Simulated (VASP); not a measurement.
# Te2W (relaxed from the anatase structure, space group I4_1/amd): computed properties

The numbers are results of PBEsol GGA, VASP's PBE PAW potentials (set 64) (plane waves; VASP), not measurements.

space group: I4_1/amd (141)
cell: a = b = 5.143 Å, c = 13.993 Å, α = β = γ = 90.00°
volume per atom: 30.85 Å^3/atom
band gap (over mesh and band path): none (metal, semimetal or under 0.01 eV)
density: 7.88 g/cm³

```cif
data_Te4W2
_chemical_formula_sum 'W2 Te4'
_space_group_name_H-M_alt 'P 1'
_space_group_IT_number 1
_cell_length_a 7.88527
_cell_length_b 7.88527
_cell_length_c 7.88527
_cell_angle_alpha 141.932
_cell_angle_beta 141.932
_cell_angle_gamma 54.931
loop_
_space_group_symop_operation_xyz
  'x, y, z'
loop_
_atom_site_label
_atom_site_type_symbol
_atom_site_fract_x
_atom_site_fract_y
_atom_site_fract_z
_atom_site_occupancy
W1 W 0.50000 0.50000 0.00000 1
W2 W 0.25000 0.75000 0.50000 1
Te1 Te 0.30533 0.30533 0.00000 1
Te2 Te 0.05533 0.55533 0.50000 1
Te3 Te 0.44467 0.94467 0.50000 1
Te4 Te 0.69467 0.69467 0.00000 1
```

Unless said otherwise, spin-orbit coupling is left out, though it shifts the bands of the heavy elements here.

The structure was generated: Te2W was put into the anatase type (I4_1/amd), which need not be its known phase. It was relaxed first, which changed the volume by -23 %. Symmetry was kept, so distortions that lower it aren't found.
